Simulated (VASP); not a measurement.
Calculation: PBE GGA, VASP's PBE PAW potentials (set 64) (plane waves; VASP 6.6.1).

VASP ran on this input.

**INCAR**
```
ALGO = Normal
AMIX = 0.1
BMIX = 3.0
EDIFF = 1E-6
ENCUT = 400
GGA = PE
IMIX = 4
ISIF = 2
ISMEAR = 0
LASPH = .TRUE.
LCHARG = .FALSE.
LMAXMIX = 6
LREAL = .FALSE.
LWAVE = .FALSE.
NELM = 100
PREC = Accurate
SIGMA = 0.05
SYSTEM = PtS2
```

POSCAR:
```
PtS2
3.559460
  0.5056247296  -0.8627536199   0.0000000000
  0.5056247296   0.8627536199   0.0000000000
  0.0000000000   0.0000000000   1.4435310412
Pt S
1 2
Cartesian
  0.0000000000   0.0000000000   0.0000000000
  0.5056247296   0.2875851151   0.3320121395
  0.5197498620  -0.2875851151   1.1115189017
```

KPOINTS:
```
Automatic mesh
0
Gamma
7 7 4
0 0 0
```

POTCAR, in this order: Pt S (PBE.64 set). Program: vasp_std.

The run wrote:

**OUTCAR**
```
 ion  position               nearest neighbor table
   1  0.000  0.000  0.000-   3 2.35   2 2.36   3 2.36   2 2.38   2 2.38   3 2.42
   2  0.333  0.667  0.230-   1 2.36   1 2.38   1 2.38
   3  0.681  0.347  0.770-   1 2.35   1 2.36   1 2.42
  LATTYP: Found a base centered orthorhombic cell.
 ALAT       =     3.5995020000
 B/A-ratio  =     1.7063121510
 C/A-ratio  =     1.4274727448
 Subroutine PRICEL returns:
 Original cell was already a primitive cell.
 Subroutine GETGRP returns: Found  1 space group operations
The static configuration has the point symmetry C_1 .
The dynamic configuration has the point symmetry C_1 .
 Subroutine INISYM returns: Found  1 space group operations
 Subroutine IBZKPT returns following result:
 Found     99 irreducible k-points:

 Following reciprocal coordinates:
            Coordinates               Weight
  0.000000  0.000000  0.000000      1.000000
  0.142857  0.000000  0.000000      2.000000
  0.000000  0.142857  0.000000      2.000000
  0.285714  0.000000  0.000000      2.000000
  0.000000  0.285714  0.000000      2.000000
  0.428571 -0.000000  0.000000      2.000000
...
```

OSZICAR:
```
       N       E                     dE             d eps       ncg     rms          rms(c)
DAV:   1     0.977082086507E+02    0.97708E+02   -0.90906E+03  3106   0.105E+03
DAV:   2    -0.125774701223E+02   -0.11029E+03   -0.10782E+03  3796   0.221E+02
DAV:   3    -0.167048406195E+02   -0.41274E+01   -0.41107E+01  3831   0.476E+01
DAV:   4    -0.167510164948E+02   -0.46176E-01   -0.46164E-01  3866   0.543E+00
DAV:   5    -0.167519611314E+02   -0.94464E-03   -0.94461E-03  3999   0.736E-01    0.188E+01
DAV:   6    -0.158336503027E+02    0.91831E+00   -0.84015E-01  3236   0.937E+00    0.158E+01
DAV:   7    -0.154329379878E+02    0.40071E+00   -0.19481E+00  3089   0.142E+01    0.119E+01
DAV:   8    -0.153952385701E+02    0.37699E-01   -0.25216E-01  3222   0.371E+00    0.588E+00
DAV:   9    -0.153835612215E+02    0.11677E-01   -0.51352E-02  3600   0.167E+00    0.184E+00
DAV:  10    -0.153788560085E+02    0.47052E-02   -0.11472E-02  3383   0.794E-01    0.546E-01
DAV:  11    -0.153748965961E+02    0.39594E-02   -0.14649E-02  3243   0.731E-01    0.200E-01
DAV:  12    -0.153749785124E+02   -0.81916E-04   -0.25603E-03  3866   0.309E-01    0.265E-01
DAV:  13    -0.153749340216E+02    0.44491E-04   -0.13176E-04  3509   0.835E-02    0.200E-01
DAV:  14    -0.153749231783E+02    0.10843E-04   -0.84049E-05  3915   0.657E-02    0.534E-02
DAV:  15    -0.153749282647E+02   -0.50865E-05   -0.18710E-05  3880   0.288E-02    0.340E-02
DAV:  16    -0.153749276337E+02    0.63104E-06   -0.83277E-07  2108   0.657E-03
   1 F= -.15374928E+02 E0= -.15374928E+02  d E =-.306640E-16
```

**OUTCAR**
```
------------------------ aborting loop because EDIFF is reached ----------------------------------------
  FORCE on cell =-STRESS in cart. coord.  units (eV):
  Direction    XX          YY          ZZ          XY          YZ          ZX
  --------------------------------------------------------------------------------------
  Total        1.1725750      2.1036537      1.7693992      0.3228273     -0.2493040      0.6046469
  in kB       33.0771154     59.3418757     49.9129053      9.1066210     -7.0326068     17.0564566
  external PRESSURE =      47.4439655 kB  Pullay stress =       0.0000000 kB
  volume of cell :       56.80
      direct lattice vectors                 reciprocal lattice vectors
     1.799751000 -3.070937000  0.000000000     0.277816209 -0.162816756  0.000000000
     1.799751000  3.070937000  0.000000000     0.277816209  0.162816756  0.000000000
     0.000000000  0.000000000  5.138191000     0.000000000  0.000000000  0.194621025
 POSITION                                       TOTAL-FORCE (eV/Angst)
 -----------------------------------------------------------------------------------
      0.00000      0.00000      0.00000         0.427627      0.020857      0.024506
      1.79975      1.02365      1.18178         0.058964     -0.100640      0.473471
      1.85003     -1.02365      3.95641        -0.486590      0.079783     -0.497977
 -----------------------------------------------------------------------------------
    total drift:                                0.000209      0.000026     -0.000021
  FREE ENERGIE OF THE ION-ELECTRON SYSTEM (eV)
  ---------------------------------------------------
  free  energy   TOTEN  =       -15.3749276337 eV

  energy  without entropy=      -15.3749276337  energy(sigma->0) =      -15.37492763
```
(Selected blocks of OUTCAR.)

The compound is PtS2 in the 1T layered structure. The cell was not relaxed at this level, atoms are displaced from their ideal sites. The run is one of a series of settings (AMIX = 0.1, BMIX = 3.0, IMIX = 4 against the base run), some of them coarse on purpose.
